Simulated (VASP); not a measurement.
```
CELL_PARAMETERS angstrom
      2.22622     1.28531     7.22777
     -2.22622     1.28531     7.22777
      0.00000    -2.57061     7.22777
ATOMIC_POSITIONS crystal
  Al 0.00067 0.00067 0.00067
  In 0.49956 0.49956 0.49956
  Sb 0.87897 0.87897 0.87897
  Sb 0.37078 0.37078 0.37078
```

All values below come from LDA (Ceperley-Alder, Perdew-Zunger), VASP's LDA PAW potentials (set 64) (plane waves; VASP 6.6.1). Numerical set-up: 400 eV cut-off, 7×7×7 Γ-centred mesh, tetrahedra with Blöchl corrections, potentials Al In_d Sb.

The cores are frozen, which limits the accuracy of field gradients.

### Question
Give the principal components of the electric field gradient (V/Å²) and the asymmetry η at each nucleus.

### Answer

```csv
atom,Vxx,Vyy,Vzz,η
Al1,1.2,1.2,-2.3,0.00
In2,-4.2,-4.2,8.4,0.00
Sb3,13.9,13.9,-27.8,0.00
Sb4,-16.1,-16.1,32.2,0.00
```

The structure comes from a computed database's AlInSb2 entry (R3m); how it stands against other phases isn't given here. It was relaxed first, which changed the volume by -7 %.
